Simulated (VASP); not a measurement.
# Cs2LiYF6 (Fm-3m) in VASP: single point with LDA

Aim: the single point of Cs2LiYF6 with LDA.

Everything below comes from runs of VASP 6.6.1. Logs are shortened: lines on timing, memory, paths and dates and some standing lists are left out, and cuts for length are marked.

## (1) The structure

Symmetry: Fm-3m, No. 225, cubic system. The conventional cell has a = 8.962 Å, b = 8.962 Å, c = 8.962 Å, α = 90.00°, β = 90.00°, γ = 90.00°. Around Cs (site symmetry -43m) lie 12 F at 3.17 Å. Li (site symmetry m-3m) has 6 F at 2.27 Å as nearest neighbours. Y (site symmetry m-3m) is surrounded by 6 F at 2.21 Å. F (site symmetry 4mm) has 1 Y at 2.21 Å and 1 Li at 2.27 Å as nearest neighbours.

The cell comes from a database or a generator and needn't be the stable form of this composition.

## (2) Single point, LDA

INCAR reads:

```
PREC     = Accurate       # precision mode
ENCUT    = 520            # plane-wave cutoff, eV
EDIFF    = 1E-6           # SCF threshold, eV
ISMEAR   = 0              # smearing method
SIGMA    = 0.01           # smearing width, eV
LREAL    = F              # projectors in reciprocal space
LASPH    = T              # aspherical terms in the spheres
NELM     = 100            # most SCF steps
ALGO     = Fast           # electronic algorithm
ISIF     = 2              # what is computed and relaxed
LWAVE    = F              # write WAVECAR
LCHARG   = F              # write CHGCAR
GGA      = CA             # functional
NBANDS   = 48             # bands
```

KPOINTS reads:

```
regular mesh
0
Gamma
  4 4 4
```

POSCAR reads:

```
Cs2LiYF6
1.0
    0.0000000000      4.4808280000      4.4808280000
    4.4808280000      0.0000000000      4.4808280000
    4.4808280000      4.4808280000      0.0000000000
Cs Li Y F
2 1 1 6
Direct
    0.2500000000      0.2500000000      0.2500000000
    0.7500000000      0.7500000000      0.7500000000
    0.5000000000      0.5000000000      0.5000000000
    0.0000000000      0.0000000000      0.0000000000
    0.2467239994      0.2467239994      0.7532760006
    0.2467239994      0.7532760006      0.7532760006
    0.7532760006      0.7532760006      0.2467239994
    0.2467239994      0.7532760006      0.2467239994
    0.7532760006      0.2467239994      0.7532760006
    0.7532760006      0.2467239994      0.2467239994
```

Potentials or basis: VASP PAW LDA potentials, release 64 (Cs_sv, Li_sv, Y_sv, F).

Started as:

```
> cat potpaw_LDA.64/Cs_sv/POTCAR potpaw_LDA.64/Li_sv/POTCAR potpaw_LDA.64/Y_sv/POTCAR potpaw_LDA.64/F/POTCAR > POTCAR
> mpirun -np 1 vasp_std > vasp.out
```

OUTCAR:

```text
PREC = Accurate
   ENCUT = 520
   EDIFF = 1E-6
   ISMEAR = 0
   LREAL = F
   LASPH = T
   NELM = 100
   ISIF = 2
   GGA = CA

 ion  position               nearest neighbor table
   1  0.250  0.250  0.250-
   2  0.750  0.750  0.750-
   3  0.500  0.500  0.500-
   4  0.000  0.000  0.000-   5 2.21   6 2.21   7 2.21   8 2.21   9 2.21  10 2.21
   5  0.247  0.247  0.753-   4 2.21
   6  0.247  0.753  0.753-   4 2.21
   7  0.753  0.753  0.247-   4 2.21
   8  0.247  0.753  0.247-   4 2.21
   9  0.753  0.247  0.753-   4 2.21
  10  0.753  0.247  0.247-   4 2.21

  LATTYP: Found a face centered cubic cell.
 ALAT       =     8.9616560000

  Lattice vectors:

 A1 = (   0.0000000000,   4.4808280000,   4.4808280000)
 A2 = (   4.4808280000,   0.0000000000,   4.4808280000)
 A3 = (   4.4808280000,   4.4808280000,   0.0000000000)

Analysis of symmetry for initial positions (statically):
=====================================================================
 Subroutine PRICEL returns:
 Original cell was already a primitive cell.

 Routine SETGRP: Setting up the symmetry group for a
 face centered cubic supercell.

 Subroutine GETGRP returns: Found 48 space group operations
 (whereof 48 operations were pure point group operations)
 out of a pool of 48 trial point group operations.

The static configuration has the point symmetry O_h .

Analysis of symmetry for dynamics (positions and initial velocities):
=====================================================================
 Subroutine PRICEL returns:
 Original cell was already a primitive cell.

 Routine SETGRP: Setting up the symmetry group for a
 face centered cubic supercell.

 Subroutine GETGRP returns: Found 48 space group operations
 (whereof 48 operations were pure point group operations)
 out of a pool of 48 trial point group operations.

The dynamic configuration has the point symmetry O_h .

 Subroutine INISYM returns: Found 48 space group operations
 (whereof 48 operations are pure point group operations),
 and found     1 'primitive' translations

----------------------------------------------------------------------------------------

                                     Primitive cell

  volume of cell :     179.9305

  direct lattice vectors                    reciprocal lattice vectors
     0.000000000  4.480828000  4.480828000    -0.111586519  0.111586519  0.111586519
     4.480828000  0.000000000  4.480828000     0.111586519 -0.111586519  0.111586519
     4.480828000  4.480828000  0.000000000     0.111586519  0.111586519 -0.111586519

  length of vectors
     6.336847728  6.336847728  6.336847728     0.193273521  0.193273521  0.193273521

  position of ions in fractional coordinates (direct lattice)
     0.250000000  0.250000000  0.250000000
     0.750000000  0.750000000  0.750000000
     0.500000000  0.500000000  0.500000000
     0.000000000  0.000000000  0.000000000
     0.246723999  0.246723999  0.753276001
     0.246723999  0.753276001  0.753276001
     0.753276001  0.753276001  0.246723999
     0.246723999  0.753276001  0.246723999
     0.753276001  0.246723999  0.753276001
     0.753276001  0.246723999  0.246723999

  ion indices of the primitive-cell ions
   primitive index   ion index
                 1           1
                 2           2
                 3           3
                 4           4
                 5           5
                 6           6
                 7           7
                 8           8
                 9           9
                10          10

----------------------------------------------------------------------------------------

 KPOINTS: regular mesh

Automatic generation of k-mesh.
 Grid dimensions read from file:
 generate k-points for:    4    4    4

 Generating k-lattice:

  Cartesian coordinates                     Fractional coordinates (reciprocal lattice)
    -0.027896630  0.027896630  0.027896630     0.250000000  0.000000000  0.000000000
     0.027896630 -0.027896630  0.027896630     0.000000000  0.250000000  0.000000000
     0.027896630  0.027896630 -0.027896630     0.000000000  0.000000000  0.250000000

  Length of vectors
     0.048318380  0.048318380  0.048318380

  Shift w.r.t. Gamma in fractional coordinates (k-lattice)
     0.000000000  0.000000000  0.000000000

 Subroutine IBZKPT returns following result:
 ===========================================

 Found      8 irreducible k-points:

 Following reciprocal coordinates:
            Coordinates               Weight
  0.000000  0.000000  0.000000      1.000000
  0.250000  0.000000  0.000000      8.000000
  0.500000  0.000000  0.000000      4.000000
  0.250000  0.250000  0.000000      6.000000
  0.500000  0.250000  0.000000     24.000000
 -0.250000  0.250000  0.000000     12.000000
  0.500000  0.500000  0.000000      3.000000
 -0.250000  0.500000  0.250000      6.000000
   k-points           NKPTS =      8   k-points in BZ     NKDIM =      8   number of bands    NBANDS=     48
   number of dos      NEDOS =    301   number of ions     NIONS =     10
   total plane-waves  NPLWV = 110592
   dimension x,y,z NGX =    48 NGY =   48 NGZ =   48
   dimension x,y,z NGXF=    96 NGYF=   96 NGZF=   96
   ions per type =               2   1   1   6
   NGX,Y,Z   is equivalent  to a cutoff of  12.59, 12.59, 12.59 a.u.
   NGXF,Y,Z  is equivalent  to a cutoff of  25.19, 25.19, 25.19 a.u.
 SYSTEM =  unknown system
   PREC   = accura    normal or accurate (medium, high low for compatibility)
   ISTART =      0    job   : 0-new  1-cont  2-samecut
   ICHARG =      2    charge: 1-file 2-atom 10-const
   ISPIN  =      1    spin polarized calculation?
   LNONCOLLINEAR =      F non collinear calculations
   LSORBIT =      F    spin-orbit coupling
   LASPH  =      T    aspherical Exc in radial PAW
   ENCUT  =  520.0 eV  38.22 Ry    6.18 a.u.  11.78 11.78 11.78*2*pi/ulx,y,z
   NELM   =    100;   NELMIN=  2; NELMDL= -5     # of ELM steps
   EDIFF  = 0.1E-05   stopping-criterion for ELM
   LREAL  =      F    real-space projection
   EDIFFG = 0.1E-04   stopping-criterion for IOM
   NSW    =      0    number of steps for IOM
   IBRION =     -1    ionic relax: 0-MD 1-quasi-New 2-CG
   NFREE  =      0    steps in history (QN), initial steepest desc. (CG)
   ISIF   =      2    stress and relaxation
   ISYM   =      2    0-nonsym 1-usesym 2-fastsym
   POTIM  = 0.5000    time-step for ionic-motion
   TEBEG  =    0.0;   TEEND  =   0.0 temperature during run
   PSTRESS=    0.0 pullay stress
   NELECT =      74.0000    total number of electrons
   NUPDOWN=      -1.0000    fix difference up-down
   EMIN   =  10.00;   EMAX   =-10.00  energy-range for DOS
   EFERMI =   0.00;   METHOD = LEGACY
   ISMEAR =     0;   SIGMA  =   0.01  broadening in eV -4-tet -1-fermi 0-gaus
   EFERMI_NEDOS =   21; number of points for ismear=-14 and -15
   IALGO  =     68    algorithm
   IMIX   =      4    mixing-type and parameters
     AMIX     =   0.40;   BMIX     =  1.00
     AMIX_MAG =   1.60;   BMIX_MAG =  1.00
  volume/ion in A,a.u.               =      17.99       121.42
  Fermi-wavevector in a.u.,A,eV,Ry     =   1.217448  2.300643 20.166282  1.482180
  Thomas-Fermi vector in A             =   2.352768
   LORBIT       =      0    0 simple, 1 ext, 2 COOP (PROOUT), +10 PAW based schemes
   GGA     = CA    functional components
   LHFCALC =     F    Hartree Fock is set to
   AEXX    =    0.0000 exact exchange contribution
   IVDW    =     0    specifies the selected vdW correction
   LEPSILON=     F    determine dielectric tensor
   LRPA    =     F    only Hartree local field effects (RPA)
 non-spin polarized calculation
 RMM-DIIS sequential band-by-band and
 Gauss-broadening in eV      SIGMA  =   0.01
  energy-cutoff  :      520.00
  volume of cell :      179.93
 maximum number of plane-waves:      4909
   NGX = 23   NGY = 23   NGZ = 23

 number of electron      73.9999996 magnetization

 Free energy of the ion-electron system (eV)
  ---------------------------------------------------
  ext. energy  EPLUGINS =         0.00000000
  ---------------------------------------------------
  free energy    TOTEN  =       -58.66867541 eV

  energy without entropy =      -58.66867541  energy(sigma->0) =      -58.66867541

 E-fermi :  -2.2973     XC(G=0):  -9.5219

 val. band max:       -2.3622923179   @ k =   0.0000   0.0000   0.0000
 cond. band min:       4.5685388050   @ k =   0.0000   0.0000   0.0000
 fundamental gap:      6.9308311228
 Fermi energy:        -2.2973279907

 k-point     1 :       0.0000    0.0000    0.0000
  band No.  band energies     occupation
      1     -42.9439      2.00000
      2     -40.4400      2.00000
      3     -22.1043      2.00000
      4     -22.1043      2.00000
      5     -22.1043      2.00000
      6     -21.2711      2.00000
[... 40 lines left out ...]
     47       9.4707      0.00000
     48       9.6276      0.00000

 k-point     2 :       0.2500    0.0000    0.0000
  band No.  band energies     occupation
      1     -42.9438      2.00000
      2     -40.4400      2.00000
      3     -22.1322      2.00000
      4     -22.0964      2.00000
      5     -22.0964      2.00000
      6     -21.2010      2.00000
[... 40 lines left out ...]
     47       8.8704      0.00000
     48       9.0439      0.00000

 k-point     3 :       0.5000    0.0000    0.0000
  band No.  band energies     occupation
      1     -42.9438      2.00000
      2     -40.4400      2.00000
      3     -22.1570      2.00000
      4     -22.0886      2.00000
      5     -22.0886      2.00000
      6     -21.1320      2.00000
[... 244 lines left out ...]
     47       8.5919      0.00000
     48       9.4117      0.00000

 k-point     8 :      -0.2500    0.5000    0.2500
  band No.  band energies     occupation
      1     -42.9439      2.00000
      2     -40.4400      2.00000
      3     -22.1187      2.00000
      4     -22.1187      2.00000
      5     -22.1091      2.00000
      6     -21.1008      2.00000
[... 40 lines left out ...]
     47       8.1546      0.00000
     48       8.9336      0.00000

------------------------ aborting loop because EDIFF is reached ----------------------------------------

  FORCE on cell =-STRESS in cart. coord.  units (eV):
  Direction    XX          YY          ZZ          XY          YZ          ZX
  --------------------------------------------------------------------------------------
  -------------------------------------------------------------------------------------
  Total       -6.7623276     -6.7623276     -6.7623276     -0.0000000     -0.0000000      0.0000000
  in kB      -60.2146227    -60.2146227    -60.2146227     -0.0000000     -0.0000000      0.0000000
  external PRESSURE =     -60.2146227 kB  Pullay stress =       0.0000000 kB

 VOLUME and BASIS-vectors are now :
 -----------------------------------------------------------------------------
  energy-cutoff  :      520.00
  volume of cell :      179.93
      direct lattice vectors                 reciprocal lattice vectors
     0.000000000  4.480828000  4.480828000    -0.111586519  0.111586519  0.111586519
     4.480828000  0.000000000  4.480828000     0.111586519 -0.111586519  0.111586519
     4.480828000  4.480828000  0.000000000     0.111586519  0.111586519 -0.111586519

 POSITION                                       TOTAL-FORCE (eV/Angst)
 -----------------------------------------------------------------------------------
      2.24041      2.24041      2.24041         0.000000     -0.000000      0.000000
      6.72124      6.72124      6.72124         0.000000      0.000000      0.000000
      4.48083      4.48083      4.48083         0.000000     -0.000000     -0.000000
      0.00000      0.00000      0.00000         0.000000     -0.000000     -0.000000
      4.48083      4.48083      2.21106         0.000000      0.000000     -0.397219
      6.75060      4.48083      4.48083         0.397219      0.000000     -0.000000
      4.48083      4.48083      6.75060         0.000000      0.000000      0.397219
      4.48083      2.21106      4.48083         0.000000     -0.397219     -0.000000
      4.48083      6.75060      4.48083         0.000000      0.397219     -0.000000
      2.21106      4.48083      4.48083        -0.397219      0.000000     -0.000000
 -----------------------------------------------------------------------------------
    total drift:                               -0.000000     -0.000000     -0.000000

  FREE ENERGIE OF THE ION-ELECTRON SYSTEM (eV)
  ---------------------------------------------------
  free  energy   TOTEN  =       -58.6686754144 eV

  energy  without entropy=      -58.6686754144  energy(sigma->0) =      -58.66867541
```

Run time: 6.8 min. Hardware: 1 thread of Intel Xeon Platinum 8488C (Sapphire Rapids), shared host; peak memory 0.3 GiB.

What came out:

```yaml
Free_energy: -58.6687 eV
Largest_force: 0.397 eV/Å
Band_gap_on_the_k_mesh: 6.93 eV, direct
```

Forces in eV/Å, atoms in the order of the input:
```
Cs   0.000  0.000  0.000
Cs   0.000  0.000  0.000
Li   0.000  0.000  0.000
Y    0.000  0.000  0.000
F    0.000  0.000 -0.397
F    0.397  0.000  0.000
F    0.000  0.000  0.397
F    0.000 -0.397  0.000
F    0.000  0.397  0.000
F   -0.397  0.000  0.000
```

Levels at points of the mesh, in eV from the valence-band top:
```csv
k point,band 33,band 34,band 35,band 36,band 37,band 38,band 39,band 40,band 41,band 42
"(0.00, 0.00, 0.00)",-0.02,-0.02,0.00,0.00,0.00,6.93,7.79,7.79,7.79,8.20
"(0.50, 0.00, 0.00)",-0.16,-0.13,-0.13,-0.12,-0.12,7.84,7.84,7.96,8.68,9.06
"(0.50, 0.50, 0.00)",-0.31,-0.31,-0.14,-0.14,-0.01,7.95,8.00,8.00,8.68,8.71
```

Caveat: the cutoff is under 1.25 times the usual one of these potentials, so pressure, stress and relaxed cells hold a basis-set (Pulay) error; spin-orbit coupling is left out, which moves the levels of the heavy elements. LDA gaps usually lie below the measured ones, often by a third to a half.
